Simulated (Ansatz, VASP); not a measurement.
**Cross-check of SnSe2 between VASP and Ansatz**

Aim: how closely do two programs agree when they are given the same cell, functional and k mesh? The cell is taken from a series of runs on this material, whose earlier steps may have relaxed, scaled, displaced or heated it; both programs get it as it stands.

Method: plane waves, with VASP 6.6.1 beside it; G0W0 gap at PBE, in Ansatz 0.2.0.

## 1. Set-up

The cell holds 3 atoms: 1 Sn and 2 Se. Cell: a = 3.870 Å, b = 3.870 Å, c = 29.600 Å, α = 90.0°, β = 90.0°, γ = 120.0°. Vacuum lies along c.

## 2. VASP: G0W0 gap, PBE

Quasiparticle shifts depend on high empty states and on the cores, so they are the hardest test of two PAW sets.

Lines of VASP's logs that name or quote its potential files are left out, and so is its time.

The run reads the wave functions of an earlier VASP run, which isn't shown here.

Contents of INCAR:

```
SYSTEM = SnSe2
PREC = Accurate
ENCUT = 300
ISMEAR = 0
SIGMA = 0.01
LREAL = .FALSE.
GGA = PE
NBANDS = 304
ALGO = EVGW0
NELMGW = 1
ENCUTGW = 48
NOMEGA = 64
PRECFOCK = Fast
NBANDSGW = 32
LWAVE = .FALSE.
LCHARG = .FALSE.
```

Contents of POSCAR:

```
SnSe2
1.0
    3.8698286270      0.0000000000      0.0000000000
   -1.9349143135      3.3513698993      0.0000000000
    0.0000000000      0.0000000000     29.6000000000
Sn Se
1 2
Direct
    0.0000000000      0.0000000000      0.5000000000
    0.3333333333      0.6666666667      0.5538543450
    0.6666666667      0.3333333333      0.4461456550
```

Contents of KPOINTS:

```
Automatic mesh
0
Gamma
12 12 1
0 0 0
```

The projector-augmented-wave data sets are Sn_d_GW and Se_GW (PBE family, release 64).

Run with:

```sh
> mpirun -np 16 vasp_std
```

Numbers of over 12 decimals in the logs are rounded to 6 here.

What it wrote:

```text
[banner, memory and clock lines left out]
running   16 mpi-ranks, on    1 nodes
 distrk:  each k-point on   16 cores,    1 groups
 distr:  one band on    1 cores,   16 groups

 POSCAR found type information on POSCAR SnSe
 POSCAR found :  2 types and       3 ions
|                                                                             |
|           W    W    AA    RRRRR   N    N  II  N    N   GGGG   !!!           |
|           W    W   A  A   R    R  NN   N  II  NN   N  G    G  !!!           |
|           W    W  A    A  R    R  N N  N  II  N N  N  G       !!!           |
|           W WW W  AAAAAA  RRRRR   N  N N  II  N  N N  G  GGG   !            |
|           WW  WW  A    A  R   R   N   NN  II  N   NN  G    G                |
|           W    W  A    A  R    R  N    N  II  N    N   GGGG   !!!           |
|                                                                             |
|     For optimal performance we recommend to set                             |
|       NCORE = 2 up to number-of-cores-per-socket                            |
|     NCORE specifies how many cores store one orbital (NPAR=cpu/NCORE).      |
|     This setting can greatly improve the performance of VASP for DFT.       |
|     The default, NCORE=1 might be grossly inefficient on modern             |
|     multi-core architectures or massively parallel machines. Do your        |
|     Unfortunately you need to use the default for GW and RPA                |
|     calculations (for HF NCORE is supported but not extensively tested      |
|     yet).                                                                   |
|                                                                             |

|                                                                             |
|           W    W    AA    RRRRR   N    N  II  N    N   GGGG   !!!           |
|           W    W   A  A   R    R  NN   N  II  NN   N  G    G  !!!           |
|           W    W  A    A  R    R  N N  N  II  N N  N  G       !!!           |
|           W WW W  AAAAAA  RRRRR   N  N N  II  N  N N  G  GGG   !            |
|           WW  WW  A    A  R   R   N   NN  II  N   NN  G    G                |
|           W    W  A    A  R    R  N    N  II  N    N   GGGG   !!!           |
|                                                                             |
|     The default for ENCUTGWSOFT is different in this version of VASP.       |
|     please manually set ENCUTGWSOFT =48 in the INCAR file.                  |
|                                                                             |

 LDA part: xc-table for (Slater+PW92), standard interpolation
 found WAVECAR, reading the header
 POSCAR, INCAR and KPOINTS ok, starting setup
 FFT: planning ... GRIDC
 FFT: planning ... GRID_SOFT
 FFT: planning ... GRID
 reading WAVECAR
 the WAVECAR file was read successfully
 initial charge from wavefunction
 available memory per node:     46.94 GB, setting MAXMEM to     48068

 The Fermi energy was updated, please check that it is located mid-gap
 values below the HOMO (VB) or above the LUMO (CB) will cause erroneous energies
 E-fermi :  -3.8042

 calculate exact exchange contribution
 the WAVEDER file was read successfully
energies w=
    0.000    0.000    0.335    0.000    0.670    0.000    1.003    0.000
    1.334    0.000    1.662    0.000    1.987    0.000    2.308    0.000
    2.626    0.000    2.939    0.000    3.249    0.000    3.554    0.000
    3.854    0.000    4.151    0.000    4.445    0.000    4.734    0.000
    5.021    0.000    5.305    0.000    5.587    0.000    5.867    0.000
    6.145    0.000    6.423    0.000    6.701    0.000    6.980    0.000
    7.259    0.000    7.540    0.000    7.824    0.000    8.111    0.000
    8.402    0.000    8.698    0.000    9.000    0.000    9.308    0.000
    9.625    0.000    9.951    0.000   10.288    0.000   10.636    0.000
   10.999    0.000   11.377    0.000   11.773    0.000   12.189    0.000
   12.628    0.000   13.093    0.000   13.589    0.000   14.119    0.000
   14.688    0.000   15.303    0.000   15.970    0.000   16.700    0.000
   17.501    0.000   18.388    0.000   19.377    0.000   20.488    0.000
   21.746    0.000   23.186    0.000   24.851    0.000   26.801    0.000
   29.116    0.000   31.910    0.000   35.350    0.000   39.685    0.000
   45.315    0.000   52.912    0.000   63.710    0.000   80.242    0.000
 responsefunction array rank=     304
 LDA part: xc-table for (Slater+PW92), standard interpolation

 min. memory requirement per mpi rank    820.4 MB, per node  13125.8 MB

 allocating   4 responsefunctions rank=   304
 shmem allocating  64 responsefunctions rank=   304
 response function shared by NCSHMEM nodes    1
 Doing            4  frequencies on each core in blocks of           64
NQ=   1    0.0000    0.0000    0.0000,
|.........|.........|.........|.........|.........|.........|.........|.........
 performed       1459000 updates of chi_q(r,r)
 total number of BLAS operations        948.17 Gflops
NQ=   2    0.0833    0.0000    0.0000,
|.........|.........|.........|.........|.........|.........|.........|.........
 performed       4533000 updates of chi_q(r,r)
 total number of BLAS operations       2917.73 Gflops
NQ=   3    0.1667    0.0000    0.0000,
|.........|.........|.........|.........|.........|.........|.........|.........
 performed       7607000 updates of chi_q(r,r)
 total number of BLAS operations       4929.26 Gflops
NQ=   4    0.2500    0.0000    0.0000,
|.........|.........|.........|.........|.........|.........|.........|.........
 performed      10681000 updates of chi_q(r,r)
 total number of BLAS operations       6912.77 Gflops
NQ=   5    0.3333    0.0000    0.0000,
|.........|.........|.........|.........|.........|.........|.........|.........
 performed      13755000 updates of chi_q(r,r)
 total number of BLAS operations       9009.59 Gflops
NQ=   6    0.4167    0.0000    0.0000,
|.........|.........|.........|.........|.........|.........|.........|.........
 performed      16829000 updates of chi_q(r,r)
 total number of BLAS operations      11222.88 Gflops
NQ=   7    0.5000    0.0000    0.0000,
|.........|.........|.........|.........|.........|.........|.........|.........
 performed      18949000 updates of chi_q(r,r)
 total number of BLAS operations      12770.19 Gflops
NQ=   8    0.0833    0.0833    0.0000,
|.........|.........|.........|.........|.........|.........|.........|.........
 performed      22023000 updates of chi_q(r,r)
 total number of BLAS operations      14767.69 Gflops
NQ=   9    0.1667    0.0833    0.0000,
|.........|.........|.........|.........|.........|.........|.........|.........
 performed      25914000 updates of chi_q(r,r)
 total number of BLAS operations      17278.46 Gflops
NQ=  10    0.2500    0.0833    0.0000,
|.........|.........|.........|.........|.........|.........|.........|.........
 performed      29805000 updates of chi_q(r,r)
 total number of BLAS operations      19914.52 Gflops
NQ=  11    0.3333    0.0833    0.0000,
|.........|.........|.........|.........|.........|.........|.........|.........
 performed      33696000 updates of chi_q(r,r)
 total number of BLAS operations      22586.94 Gflops
NQ=  12    0.4167    0.0833    0.0000,
|.........|.........|.........|.........|.........|.........|.........|.........
 performed      37587000 updates of chi_q(r,r)
 total number of BLAS operations      25351.35 Gflops
NQ=  13    0.1667    0.1667    0.0000,
|.........|.........|.........|.........|.........|.........|.........|.........
 performed      40661000 updates of chi_q(r,r)
 total number of BLAS operations      27307.02 Gflops
NQ=  14    0.2500    0.1667    0.0000,
|.........|.........|.........|.........|.........|.........|.........|.........
 performed      44552000 updates of chi_q(r,r)
 total number of BLAS operations      29853.27 Gflops
NQ=  15    0.3333    0.1667    0.0000,
|.........|.........|.........|.........|.........|.........|.........|.........
 performed      48443000 updates of chi_q(r,r)
 total number of BLAS operations      32543.97 Gflops
NQ=  16    0.4167    0.1667    0.0000,
|.........|.........|.........|.........|.........|.........|.........|.........
 performed      51517000 updates of chi_q(r,r)
 total number of BLAS operations      34669.61 Gflops
NQ=  17    0.2500    0.2500    0.0000,
|.........|.........|.........|.........|.........|.........|.........|.........
 performed      54591000 updates of chi_q(r,r)
 total number of BLAS operations      36766.44 Gflops
NQ=  18    0.3333    0.2500    0.0000,
|.........|.........|.........|.........|.........|.........|.........|.........
 performed      58482000 updates of chi_q(r,r)
 total number of BLAS operations      39420.65 Gflops
NQ=  19    0.3333    0.3333    0.0000,
|.........|.........|.........|.........|.........|.........|.........|.........
 performed      60271000 updates of chi_q(r,r)
 total number of BLAS operations      40608.35 Gflops
 resolving degeneracies of screened two electron integrals

 calculate QP shifts <psi_nk| G(iteration)W_0 |psi_nk>: iteration 1
 entering main loop
```

OUTCAR, selected parts (step 2):

```text
ion  position               nearest neighbor table
   1  0.000  0.000  0.500-   2 2.74   3 2.74   3 2.74   2 2.74   3 2.74   2 2.74
   2  0.333  0.667  0.554-   1 2.74   1 2.74   1 2.74
   3  0.667  0.333  0.446-   1 2.74   1 2.74   1 2.74

  LATTYP: Found a hexagonal cell.
 ALAT       =     3.8698286270
 C/A-ratio  =     7.6489175240

 Subroutine GETGRP returns: Found 12 space group operations
 (whereof 12 operations were pure point group operations)

The static configuration has the point symmetry D_3d.

 Found     19 irreducible k-points:

   k-points           NKPTS =     19   k-points in BZ     NKDIM =    144   number of bands    NBANDS=    304

   dimension x,y,z NGX =    24 NGY =   24 NGZ =  168
   dimension x,y,z NGXF=    48 NGYF=   48 NGZF=  336

   ENCUT  =  300.0 eV  22.05 Ry    4.70 a.u.   5.47  5.47 41.80*2*pi/ulx,y,z

   NELECT =      26.0000    total number of electrons

  energy-cutoff  :      300.00
  volume of cell :      383.89
      direct lattice vectors                 reciprocal lattice vectors
     3.869828627  0.000000000  0.000000000     0.258409376  0.149192723  0.000000000
    -1.934914313  3.351369899  0.000000000     0.000000000  0.298385445  0.000000000
     0.000000000  0.000000000 29.600000000     0.000000000  0.000000000  0.033783784

 k-points in reciprocal lattice and weights: Automatic mesh
   0.00000000  0.00000000  0.00000000       0.007
   0.08333333  0.00000000  0.00000000       0.042
   0.16666667  0.00000000  0.00000000       0.042
   0.25000000  0.00000000  0.00000000       0.042
   0.33333333  0.00000000  0.00000000       0.042
   0.41666667  0.00000000  0.00000000       0.042
   0.50000000  0.00000000  0.00000000       0.021
   0.08333333  0.08333333  0.00000000       0.042
   0.16666667  0.08333333  0.00000000       0.083
[...]
0.33333333  0.25000000  0.00000000       0.083
   0.33333333  0.33333333  0.00000000       0.014

 E-fermi :  -3.8042

 QP shifts <psi_nk| G(iteration)W_0 |psi_nk>: iteration 1
 for sc-GW calculations column KS-energies equals QP-energies in previous step
 and V_xc(KS)=  KS-energies - (<T + V_ion + V_H > + <T+V_H+V_ion>^1  + <V_x>^1)
 k-point   1 :       0.0000    0.0000    0.0000
  band No.  KS-energies  QP-energies   sigma(KS)   V_xc(KS)     V^pw_x(r,r')   Z            occupation Imag(sigma)
    ...
     10      -4.6592      -4.9325     -12.4676     -12.0898     -14.2320       0.7232       2.0000       0.0944
     11      -4.6592      -4.9325     -12.4676     -12.0898     -14.2320       0.7232       2.0000       0.0944
     12      -4.2763      -4.5336     -12.5291     -12.1733     -14.0852       0.7233       2.0000       0.0724
     13      -4.2763      -4.5336     -12.5291     -12.1733     -14.0852       0.7233       2.0000       0.0724
     14      -2.7033      -1.9304      -9.9259     -10.9372      -7.9014       0.7643       0.0000      -0.0222
     15      -1.1572      -0.4549      -8.9374      -9.8430      -5.8750       0.7755       0.0000      -0.0539
     16       0.3658       1.2502      -9.6291     -10.7976      -6.1515       0.7568       0.0000      -0.1249
     17       0.3658       1.2502      -9.6291     -10.7976      -6.1515       0.7568       0.0000      -0.1249
    ...

 k-point   2 :       0.0833    0.0000    0.0000
  band No.  KS-energies  QP-energies   sigma(KS)   V_xc(KS)     V^pw_x(r,r')   Z            occupation Imag(sigma)
    ...
     10      -5.1767      -5.6057     -11.8190     -11.2087     -14.0080       0.7029       2.0000       0.1224
     11      -4.8867      -5.1773     -12.3705     -11.9670     -14.1815       0.7200       2.0000       0.1034
     12      -4.6245      -4.9138     -12.2125     -11.8105     -13.7969       0.7198       2.0000       0.0861
     13      -4.2087      -4.4635     -12.5590     -12.2078     -14.1244       0.7254       2.0000       0.0715
     14      -2.3241      -1.5022     -10.3350     -11.4301      -8.2773       0.7506       0.0000      -0.0334
     15      -0.7255       0.0115      -9.1727     -10.1340      -6.0698       0.7667       0.0000      -0.0688
     16       0.2144       1.0097      -8.9987     -10.0407      -5.6793       0.7632       0.0000      -0.1152
     17       0.5225       1.4228      -9.6893     -10.8833      -6.1719       0.7540       0.0000      -0.1337
    ...

 k-point   3 :       0.1667    0.0000    0.0000
  band No.  KS-energies  QP-energies   sigma(KS)   V_xc(KS)     V^pw_x(r,r')   Z            occupation Imag(sigma)
    ...
     10      -5.3803      -5.7303     -11.9668     -11.4720     -13.9333       0.7075       2.0000       0.1322
     11      -5.3005      -5.6132     -12.2251     -11.7865     -14.1569       0.7129       2.0000       0.1252
     12      -5.0537      -5.4905     -11.7558     -11.1351     -13.8602       0.7036       2.0000       0.1134
     13      -4.2011      -4.4659     -12.5446     -12.1794     -14.1306       0.7250       2.0000       0.0716
     14      -2.0414      -1.1585     -10.6262     -11.8216      -8.3157       0.7386       0.0000      -0.0498
     15      -0.3890       0.3262      -8.6641      -9.5922      -5.5373       0.7705       0.0000      -0.0811
     16       0.6723       1.4673      -8.9586     -10.0067      -5.6419       0.7586       0.0000      -0.1338
     17       0.8931       1.8210      -9.8186     -11.0684      -6.2006       0.7425       0.0000      -0.1538
    ...

 k-point   4 :       0.2500    0.0000    0.0000
  band No.  KS-energies  QP-energies   sigma(KS)   V_xc(KS)     V^pw_x(r,r')   Z            occupation Imag(sigma)
    ...
     10      -5.9930      -6.3934     -11.7249     -11.1524     -14.0016       0.6994       2.0000       0.1833
     11      -5.7160      -6.0452     -12.0979     -11.6337     -14.1612       0.7092       2.0000       0.1530
     12      -4.9476      -5.3717     -11.9112     -11.3082     -14.0126       0.7034       2.0000       0.1091
     13      -4.2824      -4.5644     -12.4945     -12.1036     -14.1204       0.7213       2.0000       0.0741
     14      -2.3944      -1.5616     -10.2779     -11.3991      -7.9110       0.7429       0.0000      -0.0427
     15      -0.1528       0.5780      -8.6558      -9.6053      -5.5332       0.7696       0.0000      -0.0907
     16       1.2561       2.1985      -9.8953     -11.1841      -6.1822       0.7312       0.0000      -0.1745
     17       1.2584       1.9834      -8.3991      -9.3647      -5.0035       0.7508       0.0000      -0.1489
    ...

[... 4 further parts left out ...]
```

(Part 1 of 2 ends here.)

[Lines on the potential files, build, host, timing and source positions are cut from VASP's logs without a mark.]

[Logs are printed without paths, hosts, clocks, repeated set-up lines and the standing remarks that a program may print on its own settings, such as how far it seeks lower states.]

[Hosts, paths, dates, database ids (printed as entryN), source tags and the programs' standing remarks are cut or masked in the printed files.]
